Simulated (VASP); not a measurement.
Data:

```cif
data_Al3Sc
_chemical_formula_sum 'Sc1 Al3'
_space_group_name_H-M_alt 'Pm-3m'
_space_group_IT_number 221
_space_group_name_Hall '-P 4 2 3'
_cell_length_a 4.04986
_cell_length_b 4.04986
_cell_length_c 4.04986
_cell_angle_alpha 90.000
_cell_angle_beta 90.000
_cell_angle_gamma 90.000
loop_
_atom_site_label
_atom_site_type_symbol
_atom_site_symmetry_multiplicity
_atom_site_Wyckoff_symbol
_atom_site_fract_x
_atom_site_fract_y
_atom_site_fract_z
_atom_site_occupancy
Sc1 Sc 1 a 0.00000 0.00000 0.00000 1
Al1 Al 3 c 0.00000 0.50000 0.50000 1
```

Calculation: PBE GGA with D3 dispersion (Becke-Johnson damping), VASP's PBE PAW potentials (set 64) (plane waves; VASP 6.6.1). Settings: 520 eV cut-off, 8×8×8 Γ-centred mesh, first-order Methfessel-Paxton smearing of 0.10 eV, potentials Sc_sv Al.

**Question.** Give the energy at these volumes per atom, relative to the lowest: 15.59, 16.09, 16.59, 17.09, 17.58 Å³.

**Answer.** 20.4, 5.0, 0.0, 3.9, 15.4 meV/atom. A third-order Birch-Murnaghan fit gives B0 = 94.5 GPa and B0′ = 4.3.

Measured: a 4.103 Å (computed value off by -1.3 %), as given by A Combined Experimental and First-Principles Based Assessment of Finite-Temperature Thermodynamic Properties of …. The calculation is for a static lattice, while the measured a holds thermal and zero-point effects, which are part of the difference.

The compound is Al3Sc in the L1_2 structure. It was relaxed first.
